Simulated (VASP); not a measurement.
# OSiClH: single point with PBE

The system is OSiClH, in a box.

```
O Si Cl H
1.0
    12.00000    0.00000    0.00000
     0.00000   11.00000    0.00000
     0.00000    0.00000   11.00000
O Si Cl H
1 1 1 1
Cartesian
  4.7260 5.8758 5.2918
  5.2036 4.6360 6.2475
  7.3000 4.7247 6.0219
  5.3770 6.4060 4.8205
```

```json
{
 "Program": "VASP 6.6.1",
 "Task": "single point",
 "Functional": "PBE",
 "Potentials or basis": "VASP PAW PBE potentials, release 64 (O, Si, Cl, H)",
 "Cutoff": "520 eV",
 "k mesh": "1 × 1 × 1",
 "Occupations": "gaussian, width 0.01 eV",
 "Spin": "no spin polarisation"
}
```

```yaml
Largest_force: 0.592 eV/Å
Gap_between_the_frontier_levels: 3.71 eV
```

Forces on the atoms (eV/Å):
```
O   -0.560  0.063 -0.009
Si  -0.045 -0.386  0.311
Cl   0.241 -0.028  0.005
H    0.365  0.351 -0.307
```

Levels at points of the mesh, in eV from the valence-band top:
```csv
k point,band 6,band 7,band 8,band 9,band 10,band 11,band 12,band 13
"(0.00, 0.00, 0.00)",-2.69,-1.54,-1.32,0.00,3.71,5.60,5.94,6.48
```

Wall time 3.1 min on 1 thread of Intel(R) Xeon(R) Platinum 8259CL CPU @ 2.50GHz (Skylake/Cascade Lake) (shared host), peak memory 1 GiB.

A hybrid or GW would open this gap; PBE tends to underestimate it.
